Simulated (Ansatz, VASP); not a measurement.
## Cross-check of C (undercooled, nearly rigid carbon at 4800 K) between VASP and Ansatz

Aim: how closely do two programs agree when they are given the same cell, functional and k mesh? Of the first pair: The structure shown is the start of the Ansatz relaxation below; VASP solves that cell, so the two are compared at the walk's first step.

Method: plane waves, with VASP 6.6.1 beside it; single point at PBE, in Ansatz 0.2.0.

## 1. The structure

The cell holds 160 atoms: 160 C. Its edges and angles: a = 11.322 Å, b = 11.625 Å, c = 11.498 Å, α = 91.2°, β = 90.6°, γ = 91.3°. As first built, before any earlier steps moved the atoms (in the runner's words): 160 atoms (160 C) placed at random at 1.8 g/cm^3, melted at 5500 K for 10 ps at fixed volume with the LCBOP (Los and Fasolino, Phys. Rev. B 68, 024107 (2003)). Snapshot at the end of a hold of 5 ps at 4800 K and fixed volume.

## 2. Ansatz: relaxation, PBE

Ansatz runs on its default PAW (the set named soft_2) files.

The two programs are compared at the cell with which this relaxation starts, whose forces are those of its first step.

Input file input.yaml:

```yaml
crystal:
  lattice:
    - [11.32071, -0.12863, -0.05814]
    - [-0.12863, 11.62411, -0.12227]
    - [-0.05814, -0.12227, 11.49753]
  atoms:
    - { symbol: C, position: [0.6393, 0.89676, 0.49391] }
    - { symbol: C, position: [0.8692, 0.64583, 0.77905] }
    - { symbol: C, position: [0.39542, 0.31043, 0.05777] }
    - { symbol: C, position: [0.18866, 0.27131, 0.3392] }
    - { symbol: C, position: [0.9721, 0.75899, 0.19962] }
    - { symbol: C, position: [0.78276, 0.02394, 0.55768] }
    - { symbol: C, position: [0.90131, 0.13693, 0.27394] }
    - { symbol: C, position: [0.49136, 0.42977, 0.69078] }
    - { symbol: C, position: [0.79657, 0.16356, 0.84952] }
    - { symbol: C, position: [0.02348, 0.30734, 0.22886] }
    - { symbol: C, position: [0.83926, 0.76547, 0.8136] }
    - { symbol: C, position: [0.81878, 0.93125, 0.28457] }
    - { symbol: C, position: [0.02053, 0.2481, 0.86436] }
    - { symbol: C, position: [0.20517, 0.03051, 0.46835] }
    - { symbol: C, position: [0.16759, 0.55495, 0.19744] }
    - { symbol: C, position: [0.58423, 0.13806, 0.17175] }
    - { symbol: C, position: [0.24504, 0.56825, 0.9674] }
    - { symbol: C, position: [0.24538, 0.30106, 0.88968] }
    - { symbol: C, position: [0.31354, 0.11519, 0.05251] }
    - { symbol: C, position: [0.31724, 0.97314, 0.85291] }
    - { symbol: C, position: [0.14786, 0.59016, 0.50293] }
    - { symbol: C, position: [0.08027, 0.32731, 0.34176] }
    - { symbol: C, position: [0.92714, 0.57109, 0.50777] }
    - { symbol: C, position: [0.08878, 0.7884, 0.38336] }
    - { symbol: C, position: [0.84743, 0.83423, 0.05601] }
    - { symbol: C, position: [0.98944, 0.36597, 0.85396] }
    - { symbol: C, position: [0.25958, 0.29671, 0.44356] }
    - { symbol: C, position: [0.53045, 0.90375, 0.97067] }
    - { symbol: C, position: [0.8027, 0.23037, 0.64838] }
    - { symbol: C, position: [0.42743, 0.93915, 0.04532] }
[... 124 atom lines left out ...]
    - { symbol: C, position: [0.50896, 0.4688, 0.99962] }
    - { symbol: C, position: [0.28893, 0.86638, 0.34375] }
    - { symbol: C, position: [0.15056, 0.23044, 0.85169] }
    - { symbol: C, position: [0.73653, 0.78237, 0.88427] }
    - { symbol: C, position: [0.48139, 0.73159, 0.69936] }
    - { symbol: C, position: [0.67669, 0.56834, 0.73715] }
kpoints:
  mp_grid: { grid: [1, 1, 1] }
hamiltonian:
  xc: pbe
scf:
  occupations: { method: fermi_dirac, width: 0.05 }
output:
  forces: true
  eigenvalues: true
  stress: true
relax:
  f_tol: 0.05
  max_steps: 70
```

On the command line:

```console
ansatz run input.yaml --threads 4 --pin off --max-ram 8192MiB --backend cpu --events-out ev --progress --plain --runs-dir out
```

Numbers of over 12 decimals in the logs are rounded to 6 here.

What it wrote:

```text
Warning: output.stress: scf.convergence.dr2_threshold = 1e-7 eV (the SCF's general default) is looser than the 1.08e-8 eV advised for a printed stress (1e-10 eV for each atom of the cell: 160, of which 108 are counted). What an SCF threshold leaves in a stress goes as its square root, and in the free energy as the threshold itself, and one threshold admits the most on a small cell: [figures from the program's tests c [...]
Engine: ansatz 0.2.0, x86_64-unknown-linux-gnu
Pseudopotentials: kind: paw
Pseudopotential: C, paw, valence charge 4, recommended cutoff 420 eV (normal), C.paw.azcp
Functional definition: PBE
  parameter kappa = 0.804
  parameter beta = 0.066725
  exchange = pbe_x(kappa = kappa, mu = beta*pi^2/3)
  correlation = pbe_c(beta = beta)
Crystal: 160 atoms, lattice volume = 1512.596 Å³
Basis set: ecut = 420 eV, 29557 PW (Γ), exchange–correlation on 160×160×160 points (8 copies of the dense FFT grid, shifted against one another)
Bands: 480, of which v1, the nominal top of the filled ones, is band 320 counted from 1 (319 counted from 0)
Symmetry: 1 space group operations
Space group: P1 (ITA 1), of the structure as read, at distance tolerance 1.1e-4 Å
k-points: 1
Non-local potential: C, projectors of the file, l = 0: 2, l = 1: 2, l = 2: 1
PAW form: soft (Blöchl's): semilocal exchange-correlation on the pseudo side does not see the compensation charge
PAW one-centre angular grid: C, 110 points (default); XC on 64 Gauss nodes
Initial density: superposition of atomic densities (neutral atoms: chi_scale 0, normalization atom), corrected by the library's trained network
Initial wavefunctions: pseudopotential atomic-orbital guess
Functional: x = pbe(κ = 0.804, μ = 0.219515), c = pbe(β = 0.066725)
SCF iter   1: F=—  HF=-40015.073521 eV  |F-HF|=—  |Δ(HF+E_count)|=         —  Δρ=1.56e-2  dr2=7.56e0  ethr=1.77e-3  ⟨swp⟩=6.0  Hψ=2128  notcnv=0  defer=105
preconditioner: auto → LDOS  [insulator: Δε(μ)=0.263 eV  Ē_g=14.400 eV  σ=0.050 eV  W_gap=0.87  n_scr=344 (ndim 8)  ℏωp=24.2 eV  f_vac=0.117  D(μ)=5.45/eV (n_scr^D=18)  ε∞_Penn≈3.8  β→1.0]
SCF iter   2: F=—  HF=-40016.235798 eV  |F-HF|=—  |Δ(HF+E_count)|=    1.16e0  Δρ=2.02e-2  dr2=2.22e1  ethr=1.18e-3  ⟨swp⟩=3.0  Hψ=782  notcnv=0  defer=136  recentre
SCF iter   3: F=—  HF=-40014.099304 eV  |F-HF|=—  |Δ(HF+E_count)|=    2.14e0  Δρ=6.44e-3  dr2=1.44e0  ethr=1.18e-3  ⟨swp⟩=3.0  Hψ=586  notcnv=0  defer=136
SCF iter   4: F=—  HF=-40013.961027 eV  |F-HF|=—  |Δ(HF+E_count)|=   1.38e-1  Δρ=1.61e-3  dr2=8.83e-2  ethr=2.25e-4  ⟨swp⟩=1.0  Hψ=552  notcnv=0  defer=136
SCF iter   5: F=—  HF=-40013.947524 eV  |F-HF|=—  |Δ(HF+E_count)|=   1.35e-2  Δρ=6.04e-4  dr2=9.19e-3  ethr=1.38e-5  ⟨swp⟩=2.0  Hψ=548  notcnv=0  defer=136
SCF iter   6: F=—  HF=-40013.946695 eV  |F-HF|=—  |Δ(HF+E_count)|=   8.29e-4  Δρ=3.82e-4  dr2=3.84e-3  ethr=1.44e-6  ⟨swp⟩=2.0  Hψ=599  notcnv=0  defer=136
SCF iter   7: F=—  HF=-40013.946442 eV  |F-HF|=—  |Δ(HF+E_count)|=   2.53e-4  Δρ=1.77e-4  dr2=7.03e-4  ethr=6.00e-7  ⟨swp⟩=2.0  Hψ=591  notcnv=0  defer=136
SCF iter   8: F=—  HF=-40013.946395 eV  |F-HF|=—  |Δ(HF+E_count)|=   4.65e-5  Δρ=9.02e-5  dr2=1.69e-4  ethr=1.10e-7  ⟨swp⟩=2.0  Hψ=435  notcnv=0  defer=136
SCF iter   9: F=—  HF=-40013.946392 eV  |F-HF|=—  |Δ(HF+E_count)|=   3.69e-6  Δρ=5.17e-5  dr2=6.28e-5  ethr=2.64e-8  ⟨swp⟩=2.0  Hψ=599  notcnv=0  defer=136
SCF iter  10: F=-40013.946369 eV  HF=-40013.946388 eV  |F-HF|=1.84e-5  |Δ(HF+E_count)|=   4.16e-6  Δρ=2.93e-5  dr2=2.31e-5  ethr=9.77e-9  ⟨swp⟩=20.0  Hψ=2939  notcnv=0
SCF 1 converged in 10 iterations: F = -40013.946369 eV  dr2 = 2.31e-5
  greatest PAW one-centre occupation: 0.719 electrons in one spin orbital (limit 2), on the C atom at site 94 (counted from 0), in its partial waves of l = 0
relax step   1: F+E_penalty+E_count = -40013.94636921 eV  Δ(F+E_penalty+E_count) = +0.000e0 eV  max|allowed force component| = 6.926e-1 eV/Å  Δτ_max = 0.0000 Å  (10 SCF iters, dr2 threshold 6.25e-5 eV, accepted)
Initial density: handed on by an earlier stage of this run
[...]
- { symbol: C, position: [0.458399, 0.596644, 0.234683] }
    - { symbol: C, position: [0.193312, 0.127523, 0.541449] }
    - { symbol: C, position: [0.378430, 0.739397, 0.091843] }
    - { symbol: C, position: [0.483342, 0.395165, 0.096260] }
    - { symbol: C, position: [0.719535, 0.861908, 0.234127] }
    - { symbol: C, position: [0.035687, 0.634141, 0.504592] }
    - { symbol: C, position: [0.030559, 0.836180, 0.592591] }
    - { symbol: C, position: [0.095277, 0.352576, 0.139486] }
    - { symbol: C, position: [0.143983, 0.467291, 0.127021] }
    - { symbol: C, position: [0.752780, 0.739167, 0.213241] }
    - { symbol: C, position: [0.812846, 0.755486, 0.556158] }
    - { symbol: C, position: [0.542687, 0.410801, 0.211977] }
    - { symbol: C, position: [0.184451, 0.805914, 0.313431] }
    - { symbol: C, position: [0.859472, 0.758510, 0.143451] }
    - { symbol: C, position: [0.055246, 0.415237, 0.427480] }
    - { symbol: C, position: [0.047887, 0.037260, 0.647827] }
    - { symbol: C, position: [0.392811, 0.875889, 0.277958] }
    - { symbol: C, position: [0.264336, 0.406586, 0.482525] }
    - { symbol: C, position: [0.067558, 0.750066, 0.134487] }
    - { symbol: C, position: [0.638969, 0.886151, 0.040246] }
    - { symbol: C, position: [0.269410, 0.820901, 0.104999] }
    - { symbol: C, position: [0.642486, 0.594945, 0.856903] }
    - { symbol: C, position: [0.223121, 0.899128, 0.015981] }
    - { symbol: C, position: [0.515159, 0.768798, 0.913924] }
[...]
- { symbol: C, position: [0.563088, 0.520664, 0.916641] }
    - { symbol: C, position: [0.319181, 0.990981, 0.987992] }
    - { symbol: C, position: [0.508204, 0.468042, 1.001493] }
    - { symbol: C, position: [0.289618, 0.865870, 0.345510] }
    - { symbol: C, position: [0.150380, 0.229533, 0.853407] }
    - { symbol: C, position: [0.738079, 0.781984, 0.882500] }
    - { symbol: C, position: [0.484372, 0.725775, 0.699809] }
    - { symbol: C, position: [0.678725, 0.566513, 0.737538] }
```

The column dr2 measures how far the density is from self-consistency, as an energy; F and HF (Harris–Foulkes) agree once it is small.

## 3. VASP: single point, PBE, start cell, pair 1

The same cell, functional, mesh and smearing now go to VASP, with its own data sets.

Lines of VASP's logs that name or quote its potential files are left out, and so is its time.

Input file INCAR:

```
SYSTEM = C
PREC = Accurate
ENCUT = 520
EDIFF = 1E-06
NELM = 120
ISMEAR = -1
SIGMA = 0.05
LREAL = Auto
ALGO = Normal
GGA = PE
NBANDS = 432
LORBIT = 11
LWAVE = .FALSE.
LCHARG = .FALSE.
ISIF = 2
LASPH = .TRUE.
GGA_COMPAT = .FALSE.
EFERMI = MIDGAP
```

Input file POSCAR:

```
C
1.0
   11.3207100000     -0.1286300000     -0.0581400000
   -0.1286300000     11.6241100000     -0.1222700000
   -0.0581400000     -0.1222700000     11.4975300000
C
160
Direct
    0.6393031772      0.8967588600      0.4939074560
    0.8692004641      0.6458265764      0.7790456325
    0.3954159248      0.3104260231      0.0577728670
    0.1886559788      0.2713102838      0.3391982075
    0.9720975374      0.7589869894      0.1996184476
    0.7827603399      0.0239393755      0.5576794976
    0.9013074873      0.1369334898      0.2739410008
    0.4913598793      0.4297675071      0.6907757872
    0.7965692878      0.1635595180      0.8495225462
    0.0234826006      0.3073442601      0.2288617000
    0.8392640912      0.7654722295      0.8135998866
    0.8187764933      0.9312466722      0.2845713119
    0.0205258270      0.2480986314      0.8643620318
    0.2051686132      0.0305103699      0.4683492025
    0.1675921823      0.5549498963      0.1974421927
    0.5842340920      0.1380622180      0.1717541278
    0.2450410576      0.5682502833      0.9674014027
    0.2453778068      0.3010590604      0.8896760223
    0.3135376994      0.1151873576      0.0525080639
    0.3172383267      0.9731404273      0.8529075477
    0.1478575945      0.5901623611      0.5029302461
    0.0802663468      0.3273120749      0.3417592416
    0.9271398654      0.5710926139      0.5077726612
    0.0887842524      0.7884038773      0.3833571261
    0.8474259192      0.8342275384      0.0560094511
    0.9894365529      0.3659708454      0.8539636858
    0.2595822087      0.2967129893      0.4435623309
    0.5304512339      0.9037522987      0.9706730253
    0.8026995608      0.2303684603      0.6483771822
    0.4274324021      0.9391533671      0.0453211431
[... 124 atom lines left out ...]
    0.5089627320      0.4688006984      0.9996156874
    0.2889331008      0.8663799033      0.3437460777
    0.1505611593      0.2304436902      0.8516898826
    0.7365304440      0.7823703659      0.8842666472
    0.4813890558      0.7315942565      0.6993623839
    0.6766858195      0.5683423282      0.7371525649
```

Input file KPOINTS:

```
Automatic mesh
0
Gamma
1 1 1
0 0 0
```

Potentials, in the order of the species: C (PBE family, release 64).

On the command line:

```console
export OMP_NUM_THREADS=4
mpirun -np 1 vasp_gam
```

What it wrote:

```text
[banner, memory and clock lines left out]
running    1 mpi-ranks, on    1 nodes
[...]
Offloading initialized ...    1 GPUs detected
[...]
LDA part: xc-table for (Slater+PW92), standard interpolation
 POSCAR, INCAR and KPOINTS ok, starting setup
[...]
entering main loop
       N       E                     dE             d eps       ncg     rms          rms(c)
DAV:   1     0.465616992911E+04    0.46562E+04   -0.36987E+05   864   0.146E+03
DAV:   2    -0.971028012187E+03   -0.56272E+04   -0.52958E+04  1104   0.341E+02
DAV:   3    -0.141898424388E+04   -0.44796E+03   -0.43556E+03  1032   0.962E+01
DAV:   4    -0.143293626315E+04   -0.13952E+02   -0.13842E+02  1072   0.180E+01
[...]
DAV:  19    -0.133933544079E+04    0.40901E-05   -0.31879E-05   944   0.943E-03    0.664E-03
DAV:  20    -0.133933543956E+04    0.12374E-05   -0.64870E-06   920   0.432E-03    0.379E-03
DAV:  21    -0.133933543921E+04    0.34796E-06   -0.91962E-07   672   0.192E-03
   1 F= -.13393354E+04 E0= -.13392646E+04  d E =-.141625E+00
```

OUTCAR, selected parts (step 3):

```text
  FREE ENERGIE OF THE ION-ELECTRON SYSTEM (eV)
  ---------------------------------------------------
  free  energy   TOTEN  =     -1339.3354392090 eV

  energy  without entropy=    -1339.1938146961  energy(sigma->0) =    -1339.26462695
```

The run ends at a pressure of 7.87 GPa, with forces up to 0.82 eV/Å.

## 4. Side by side

Known differences besides the potentials themselves: the cutoff is 420 eV in Ansatz and 520 eV in VASP (PREC = Accurate, projectors in real space). Total energies have different zeros and are not compared.

Forces on 10 of the 160 atoms, those with the largest forces and the largest differences (eV/Å; atoms numbered as in POSCAR):

```csv
atom,"Ansatz x, y, z","VASP x, y, z"
C14,"-0.469, 0.347, 0.034","-0.483, 0.383, 0.054"
C32,"-0.379, -0.239, -0.370","-0.416, -0.235, -0.382"
C39,"0.502, -0.001, 0.068","0.586, -0.034, 0.073"
C71,"0.473, 0.246, 0.278","0.496, 0.268, 0.295"
C95,"0.071, 0.072, -0.504","0.075, 0.072, -0.600"
C146,"-0.195, -0.426, 0.422","-0.206, -0.442, 0.448"
C150,"0.379, 0.040, 0.524","0.423, 0.034, 0.549"
C151,"-0.032, 0.197, 0.562","-0.035, 0.198, 0.592"
C152,"0.324, 0.092, 0.693","0.326, 0.100, 0.747"
C153,"0.442, 0.092, -0.164","0.519, 0.124, -0.188"
```

The forces differ by 19 meV/Å r.m.s., which is 9.6 % of the r.m.s. force of 0.198 eV/Å (both taken over all components).

## 5. Ansatz: relaxation, PBE

This run makes the geometry at which the two programs are then compared.

The structure compared here is the end of the Ansatz relaxation.

input.yaml is that of step 2.

On the command line:

```console
ansatz run input.yaml --threads 4 --pin off --max-ram 8192MiB --backend cpu --events-out ev --progress --plain --runs-dir out
```

What it wrote:

```text
[...]
Crystal: 160 atoms, lattice volume = 1512.596 Å³
Basis set: ecut = 420 eV, 29557 PW (Γ), exchange–correlation on 160×160×160 points (8 copies of the dense FFT grid, shifted against one another)
Bands: 480, of which v1, the nominal top of the filled ones, is band 320 counted from 1 (319 counted from 0)
Symmetry: 1 space group operations
[...]
k-points: 1
[...]
- { symbol: C, position: [0.193312, 0.127523, 0.541449] }
    - { symbol: C, position: [0.378430, 0.739397, 0.091843] }
    - { symbol: C, position: [0.483342, 0.395165, 0.096260] }
    - { symbol: C, position: [0.719535, 0.861908, 0.234127] }
    - { symbol: C, position: [0.035687, 0.634141, 0.504592] }
    - { symbol: C, position: [0.030559, 0.836180, 0.592591] }
    - { symbol: C, position: [0.095277, 0.352576, 0.139486] }
[...]
- { symbol: C, position: [0.150380, 0.229533, 0.853407] }
    - { symbol: C, position: [0.738079, 0.781984, 0.882500] }
    - { symbol: C, position: [0.484372, 0.725775, 0.699809] }
    - { symbol: C, position: [0.678725, 0.566513, 0.737538] }
```

## 6. VASP: single point, PBE, relaxed cell, pair 2

The same cell, functional, mesh and smearing now go to VASP, with its own data sets.

Edit INCAR of step 3 so:

```diff
@@ -2,3 +2,3 @@
 PREC = Accurate
-ENCUT = 520
+ENCUT = 600
 EDIFF = 1E-06
```

Input file POSCAR:

```
C
1.0
   11.3207100000     -0.1286300000     -0.0581400000
   -0.1286300000     11.6241100000     -0.1222700000
   -0.0581400000     -0.1222700000     11.4975300000
C
160
Direct
    0.6384200000      0.8972000000      0.4964700000
    0.8709400000      0.6456700000      0.7766200000
    0.3922200000      0.3105600000      0.0601900000
    0.1885100000      0.2689600000      0.3369100000
    0.9714100000      0.7581800000      0.2009800000
    0.7834600000      0.0265400000      0.5564600000
    0.8973600000      0.1386600000      0.2761800000
    0.4894900000      0.4312900000      0.6895700000
    0.7949900000      0.1653300000      0.8504300000
    0.0190900000      0.3084700000      0.2295100000
    0.8408000000      0.7649800000      0.8125300000
    0.8161500000      0.9300400000      0.2875000000
    0.0202100000      0.2483000000      0.8669100000
    0.2012200000      0.0318600000      0.4665300000
    0.1652500000      0.5553000000      0.2012200000
    0.5833400000      0.1369800000      0.1697900000
    0.2452000000      0.5692300000      0.9677400000
    0.2450600000      0.3016600000      0.8905600000
    0.3088800000      0.1148200000      0.0499200000
    0.3199700000      0.9733800000      0.8524400000
    0.1509300000      0.5899700000      0.5013300000
    0.0799200000      0.3253900000      0.3414600000
    0.9288200000      0.5709800000      0.5073500000
    0.0884600000      0.7884600000      0.3846900000
    0.8490100000      0.8346400000      0.0553100000
    0.9901300000      0.3662400000      0.8548600000
    0.2630700000      0.2961900000      0.4394000000
    0.5309900000      0.9021600000      0.9688800000
    0.8020400000      0.2342000000      0.6493100000
    0.4297000000      0.9414600000      0.0457000000
[... 124 atom lines left out ...]
    0.5082000000      0.4680400000      0.0014900000
    0.2896200000      0.8658700000      0.3455100000
    0.1503800000      0.2295300000      0.8534100000
    0.7380800000      0.7819800000      0.8825000000
    0.4843700000      0.7257700000      0.6998100000
    0.6787200000      0.5665100000      0.7375400000
```

KPOINTS is that of step 3.

On the command line:

```console
export OMP_NUM_THREADS=4
mpirun -np 1 vasp_gam
```

What it wrote:

```text
[... set-up lines as in an earlier step ...]
 entering main loop
       N       E                     dE             d eps       ncg     rms          rms(c)
DAV:   1     0.498892617084E+04    0.49889E+04   -0.39967E+05   864   0.164E+03
DAV:   2    -0.929179891047E+03   -0.59181E+04   -0.55759E+04  1088   0.356E+02
DAV:   3    -0.141444681466E+04   -0.48527E+03   -0.47030E+03  1032   0.100E+02
DAV:   4    -0.142944601714E+04   -0.14999E+02   -0.14849E+02  1048   0.188E+01
[...]
DAV:  19    -0.134008240853E+04    0.12240E-05   -0.58231E-05   952   0.102E-02    0.102E-02
DAV:  20    -0.134008240739E+04    0.11410E-05   -0.97077E-06   912   0.486E-03    0.412E-03
DAV:  21    -0.134008240717E+04    0.22793E-06   -0.15101E-06   632   0.243E-03
   1 F= -.13400824E+04 E0= -.13400098E+04  d E =-.145292E+00
```

Parts of OUTCAR (step 6):

```text
  FREE ENERGIE OF THE ION-ELECTRON SYSTEM (eV)
  ---------------------------------------------------
  free  energy   TOTEN  =     -1340.0824071651 eV

  energy  without entropy=    -1339.9371151371  energy(sigma->0) =    -1340.00976115
```

The run ends at a pressure of 4.60 GPa, with forces up to 0.085 eV/Å.

## 7. Side by side

What differs besides the data sets and the points named for the pairs above, as far as they apply: the cutoff is 420 eV in Ansatz and 600 eV in VASP (PREC = Accurate, projectors in real space). Total energies have different zeros and are not compared.

The two programs side by side:

```csv
quantity,Ansatz,VASP,difference
pressure (GPa),4.61,4.60,+0.01
gap on the k mesh (eV),0.106,0.105,0.000
```

At this near-relaxed geometry the largest component of a force difference is 74 meV/Å. A gap on the mesh is an upper bound, since the band edges may lie between its points.

## 8. What came out

```
r.m.s. force difference (single point, PBE, start cell, pair 1)   : 19 meV/Å
r.m.s. force difference (single point, PBE, relaxed cell, pair 2) : 17 meV/Å
```

What this shows: The r.m.s. force difference is 19 meV/Å (single point, PBE, start cell, pair 1), beyond the 12 meV/Å picked in this series as the mark of a large difference. What causes the difference of the single point, PBE, start cell, pair 1 pair stays open here. What causes the difference of the single point, PBE, relaxed cell, pair 2 pair stays open here. Such differences can come from data sets, numerical settings and the points named under the comparisons, not from the functional's error against experiment.

[Lines on the potential files, build, host, timing and source positions are cut from VASP's logs without a mark.]

[Logs are printed without paths, hosts, clocks, repeated set-up lines and the standing remarks that a program may print on its own settings, such as how far it seeks lower states.]

[Hosts, paths, dates, database ids (printed as entryN), source tags and the programs' standing remarks are cut or masked in the printed files.]
